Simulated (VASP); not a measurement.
The input files of a VASP run:

File KPOINTS:
```
Automatic
0
gamma
  9 9 5
```

### INCAR
```
! general
SYSTEM   =  Pt2C
PREC     =  Accurate
ENCUT    =  400
LREAL    =  .False.
LASPH    =  .True.

! electronic loop
EDIFF    =  1E-6
NELM     =  100
ALGO     =  Normal
LMAXMIX  =  6

! smearing
ISMEAR   =  0
SIGMA    =  0.136

! functional
GGA      =  PS

! ions
ISIF     =  2

! output
LWAVE    =  .False.
LCHARG   =  .False.
```

### POSCAR
```
Pt2C
1.0
  3.0116670000   0.0000000000   0.0000000000
 -1.5058330000   2.6081800000   0.0000000000
  0.0000000000   0.0000000000   4.8584440000
C Pt
1 2
Direct
  0.0000000000   0.0000000000   0.0000000000
  0.3333330000   0.6666670000   0.2520000000
  0.6666670000   0.3333330000   0.7480000000
```

POTCAR, in this order: C Pt (PBE.64 set). Program: vasp_std.

Question: Write an equivalent input for Quantum ESPRESSO's pw.x.

Answer: One equivalent input (not run):
```
&CONTROL
  calculation = 'scf'
  pseudo_dir = './pseudo'
  outdir = './out'
  tprnfor = .true.
  tstress = .true.
/
&SYSTEM
  ibrav = 0
  nat = 3
  ntyp = 2
  ecutwfc = 84
  occupations = 'smearing'
  smearing = 'gaussian'
  degauss = 0.009996
  input_dft = 'pbesol'
/
&ELECTRONS
  conv_thr = 7.3e-08
  electron_maxstep = 100
/
ATOMIC_SPECIES
  C 12.011 C.upf
  Pt 195.084 Pt.upf
CELL_PARAMETERS angstrom
     3.0116670    0.0000000    0.0000000
    -1.5058330    2.6081800    0.0000000
     0.0000000    0.0000000    4.8584440
ATOMIC_POSITIONS crystal
  C    0.0000000  0.0000000  0.0000000
  Pt   0.3333330  0.6666670  0.2520000
  Pt   0.6666670  0.3333330  0.7480000
K_POINTS automatic
  9 9 5 0 0 0
```
Limits of the translation: the potentials are each code's own (VASP's PAW set, PseudoDojo norm-conserving files in pw.x), so ENCUT and ecutwfc are chosen apart and not converted; conv_thr bounds pw.x's estimated SCF error, while EDIFF bounds the energy change between steps.

The structure was generated: Pt2C was put into an ordered model structure, which need not be its known phase. The cell was not relaxed at this level. The run is one of a series of settings (GGA = PS against the base run), some of them coarse on purpose.
